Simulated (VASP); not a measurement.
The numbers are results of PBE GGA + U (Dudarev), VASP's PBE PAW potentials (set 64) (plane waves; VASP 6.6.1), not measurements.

A VASP calculation is set up with these files.

### POSCAR
```
TiC
1
    0.0000000000     2.1992450000     2.1808930000
    2.2162630000     0.0000000000     2.1808930000
    2.2162630000     2.1992450000     0.0000000000
Ti C
1 1
Direct
  0.0000000000   0.0000000000   0.0000000000
  0.4780250000   0.5219750000   0.5219750000
```

**KPOINTS**
```
Automatic
0
G
13 13 13
0 0 0
```

INCAR:
```
LREAL=.FALSE.   ! projection in real space or not
LDAU=.TRUE.
LDAUPRINT=1
LDAUU=2.0 0
LMAXMIX=4   ! l cut-off of mixed one-centre charges
SIGMA=0.1   ! width (eV)
PREC=Accurate
SYSTEM=TiC
LDAUTYPE=2   ! Dudarev
LCHARG=.FALSE.
EDIFF=1E-6
LDAUL=2 -1
ISMEAR=1   ! Methfessel-Paxton
LWAVE=.FALSE.
LDAUJ=0 0
GGA=PE   ! PBE
LASPH=.TRUE.   ! aspherical one-centre terms
LORBIT=10
ISIF=2
ENCUT=520
ALGO=Normal
NELM=100   ! most electronic steps
```

POTCAR, in this order: Ti_sv C (PBE.64 set). Program: vasp_std.

Output of the run:

File OSZICAR:
```
       N       E                     dE             d eps       ncg     rms          rms(c)
DAV:   1     0.120005201019E+03    0.12001E+03   -0.84765E+03  8232   0.157E+03
DAV:   2    -0.128099914440E+02   -0.13282E+03   -0.12668E+03  8468   0.380E+02
DAV:   3    -0.229394045358E+02   -0.10129E+02   -0.96951E+01 10904   0.989E+01
DAV:   4    -0.234094553453E+02   -0.47005E+00   -0.46943E+00 10940   0.204E+01
DAV:   5    -0.234230604133E+02   -0.13605E-01   -0.13603E-01 11152   0.316E+00    0.179E+01
DAV:   6    -0.177231371473E+02    0.56999E+01   -0.35015E+01 10088   0.715E+01    0.699E+00
DAV:   7    -0.171967107646E+02    0.52643E+00   -0.46998E+00 10292   0.273E+01    0.432E+00
DAV:   8    -0.171621235329E+02    0.34587E-01   -0.13156E-01  9424   0.463E+00    0.291E+00
DAV:   9    -0.171665057604E+02   -0.43822E-02   -0.25839E-01  9048   0.628E+00    0.994E-01
DAV:  10    -0.171614518254E+02    0.50539E-02   -0.22323E-02 11708   0.216E+00    0.715E-01
DAV:  11    -0.171581117256E+02    0.33401E-02   -0.10029E-02  8744   0.152E+00    0.171E-01
DAV:  12    -0.171580784811E+02    0.33244E-04   -0.74689E-04 11420   0.287E-01    0.519E-02
DAV:  13    -0.171580571589E+02    0.21322E-04   -0.62500E-05 10724   0.920E-02    0.164E-02
DAV:  14    -0.171580556606E+02    0.14982E-05   -0.35162E-06  9452   0.175E-02    0.314E-03
DAV:  15    -0.171580556544E+02    0.61791E-08   -0.22937E-07  4616   0.683E-03
   1 F= -.17158056E+02 E0= -.17157969E+02  d E =-.259745E-03
```

OUTCAR:
```
------------------------ aborting loop because EDIFF is reached ----------------------------------------
  FORCE on cell =-STRESS in cart. coord.  units (eV):
  Direction    XX          YY          ZZ          XY          YZ          ZX
  --------------------------------------------------------------------------------------
  Total       -0.6953097     -0.6413177     -0.2642661      0.0000000      0.0000000      0.0000000
  in kB      -52.3997937    -48.3308641    -19.9155750      0.0000000      0.0000000      0.0000000
  external PRESSURE =     -40.2154109 kB  Pullay stress =       0.0000000 kB
  volume of cell :       21.26
      direct lattice vectors                 reciprocal lattice vectors
     0.000000000  2.199245000  2.180893000    -0.225604994  0.227350750  0.229263884
     2.216263000  0.000000000  2.180893000     0.225604994 -0.227350750  0.229263884
     2.216263000  2.199245000  0.000000000     0.225604994  0.227350750 -0.229263884
 POSITION                                       TOTAL-FORCE (eV/Angst)
 -----------------------------------------------------------------------------------
      0.00000      0.00000      0.00000         0.753620      0.000000      0.000000
      2.31367      2.19924      2.18089        -0.753620      0.000000      0.000000
 -----------------------------------------------------------------------------------
    total drift:                                0.000078      0.000000     -0.000000
  FREE ENERGIE OF THE ION-ELECTRON SYSTEM (eV)
  ---------------------------------------------------
  free  energy   TOTEN  =       -17.1580556544 eV

  energy  without entropy=      -17.1577959093  energy(sigma->0) =      -17.15796907

 total charge

# of ion       s       p       d       tot
------------------------------------------
    1        2.197   6.236   1.832  10.266
    2        0.888   1.501   0.000   2.389
--------------------------------------------------
tot          3.085   7.738   1.832  12.655
```
(Selected blocks of OUTCAR.)

The compound is TiC in the rock salt structure. The cell was not relaxed at this level, atoms are displaced from their ideal sites. The run is one of a series of settings (LDAU = .TRUE., LDAUJ = 0 0, LDAUL = 2 -1, LDAUTYPE = 2, LDAUU = 2.0 0 against the base run), some of them coarse on purpose.
